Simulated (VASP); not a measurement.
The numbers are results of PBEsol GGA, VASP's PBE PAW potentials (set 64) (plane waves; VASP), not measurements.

Input for VASP

### INCAR
```
SYSTEM = SiC
PREC = Accurate
ENCUT = 520
EDIFF = 1E-7
NELM = 100
ALGO = Normal
LREAL = .FALSE.
LASPH = .TRUE.
ISMEAR = 0
SIGMA = 0.05
GGA = PS
LWAVE = .FALSE.
LCHARG = .FALSE.
ISIF = 4
IBRION = 2
NSW = 30
EDIFFG = -0.01
```

File POSCAR:
```
SiC
1
    1.5229866984    -2.6378901003     0.0000000000
    1.5229866984     2.6378901003     0.0000000000
    0.0000000000     0.0000000000     5.0009470120
Si C
2 2
Direct
  0.6666670000   0.3333330000   0.4996384767
  0.3333330000   0.6666670000   0.9996384767
  0.6666670000   0.3333330000   0.8753615233
  0.3333330000   0.6666670000   0.3753615233
```

File KPOINTS:
```
Automatic mesh
0
Gamma
8 8 5
0 0 0
```

POTCAR, in this order: Si C (PBE.64 set). Program: vasp_std.

The resulting files:

### OSZICAR
```
       N       E                     dE             d eps       ncg     rms          rms(c)
DAV:   1     0.331908404256E+02    0.33191E+02   -0.73598E+03   720   0.119E+03
DAV:   2    -0.324912226403E+02   -0.65682E+02   -0.59702E+02  1044   0.188E+02
DAV:   3    -0.355373166150E+02   -0.30461E+01   -0.30313E+01   932   0.400E+01
DAV:   4    -0.355718918448E+02   -0.34575E-01   -0.34551E-01   904   0.505E+00
DAV:   5    -0.355724768079E+02   -0.58496E-03   -0.58481E-03   916   0.615E-01    0.128E+01
DAV:   6    -0.319707581055E+02    0.36017E+01   -0.10096E+01   884   0.203E+01    0.587E+00
DAV:   7    -0.318228973732E+02    0.14786E+00   -0.91867E-01   924   0.643E+00    0.246E+00
DAV:   8    -0.317952498030E+02    0.27648E-01   -0.51562E-02   876   0.165E+00    0.504E-01
DAV:   9    -0.317932653738E+02    0.19844E-02   -0.54894E-03   884   0.550E-01    0.128E-01
DAV:  10    -0.317933651272E+02   -0.99753E-04   -0.39741E-04   872   0.150E-01    0.493E-02
DAV:  11    -0.317933644099E+02    0.71731E-06   -0.37478E-05   888   0.502E-02    0.105E-02
DAV:  12    -0.317933646490E+02   -0.23913E-06   -0.20010E-06   916   0.105E-02    0.224E-03
DAV:  13    -0.317933647958E+02   -0.14681E-06   -0.10292E-07   624   0.248E-03    0.135E-03
DAV:  14    -0.317933648030E+02   -0.72041E-08   -0.92358E-09   528   0.887E-04
   1 F= -.31793365E+02 E0= -.31793365E+02  d E =-.317934E+02
       N       E                     dE             d eps       ncg     rms          rms(c)
DAV:   1    -0.317934304968E+02   -0.65701E-04   -0.31923E-03   904   0.481E-01    0.430E-02
DAV:   2    -0.317933886159E+02    0.41881E-04   -0.12432E-04   904   0.101E-01    0.221E-02
DAV:   3    -0.317933660890E+02    0.22527E-04   -0.45110E-05   920   0.563E-02    0.351E-03
DAV:   4    -0.317933664114E+02   -0.32241E-06   -0.53453E-06   860   0.172E-02    0.193E-03
DAV:   5    -0.317933663438E+02    0.67641E-07   -0.10948E-07   556   0.310E-03
   2 F= -.31793366E+02 E0= -.31793366E+02  d E =-.154074E-05
       N       E                     dE             d eps       ncg     rms          rms(c)
DAV:   1    -0.317934016681E+02   -0.35257E-04   -0.77102E-04   904   0.236E-01    0.212E-02
DAV:   2    -0.317933915581E+02    0.10110E-04   -0.29871E-05   912   0.494E-02    0.109E-02
DAV:   3    -0.317933861416E+02    0.54165E-05   -0.10924E-05   924   0.277E-02    0.171E-03
DAV:   4    -0.317933862214E+02   -0.79842E-07   -0.12878E-06   840   0.845E-03    0.956E-04
DAV:   5    -0.317933862109E+02    0.10543E-07   -0.26301E-08   504   0.152E-03
   3 F= -.31793386E+02 E0= -.31793386E+02  d E =-.214079E-04
```

File OUTCAR:
```
------------------------ aborting loop because EDIFF is reached ----------------------------------------
  FORCE on cell =-STRESS in cart. coord.  units (eV):
  Direction    XX          YY          ZZ          XY          YZ          ZX
  --------------------------------------------------------------------------------------
  Total        1.8015676      1.8015672      1.7972016      0.0000000     -0.0000000      0.0000000
  in kB       71.8333430     71.8333296     71.6592601      0.0000000     -0.0000000      0.0000000
  external PRESSURE =      71.7753109 kB  Pullay stress =       0.0000000 kB
  volume of cell :       40.18
      direct lattice vectors                 reciprocal lattice vectors
     1.523303450 -2.638438724  0.000000000     0.328234010 -0.189506012  0.000000000
     1.523303450  2.638438724  0.000000000     0.328234010  0.189506012  0.000000000
     0.000000000  0.000000000  4.998867474     0.000000000  0.000000000  0.200045311
  FREE ENERGIE OF THE ION-ELECTRON SYSTEM (eV)
  ---------------------------------------------------
  free  energy   TOTEN  =       -31.7933862109 eV

  energy  without entropy=      -31.7933862109  energy(sigma->0) =      -31.79338621

 reached required accuracy - stopping structural energy minimisation
```
(Selected blocks of OUTCAR.)

### CONTCAR
```
SiC
   1.00000000000000
     1.5233034495850619   -2.6384387239916731    0.0000000000000000
     1.5233034495850619    2.6384387239916731    0.0000000000000000
     0.0000000000000000    0.0000000000000000    4.9988674743970485
  Si              C
     2     2
Direct
     0.6666669999999968    0.3333330000000032    0.4996479336122078
     0.3333330000000032    0.6666669999999968    0.9996479336122077
     0.6666669999999968    0.3333330000000032    0.8753520663877923
     0.3333330000000032    0.6666669999999968    0.3753520663877922
```

The compound is SiC in the wurtzite structure, the rare 2H polytype. This cell is one point of a volume scan, at 0.97 of the reference volume. Symmetry was kept, so distortions that lower it aren't found.
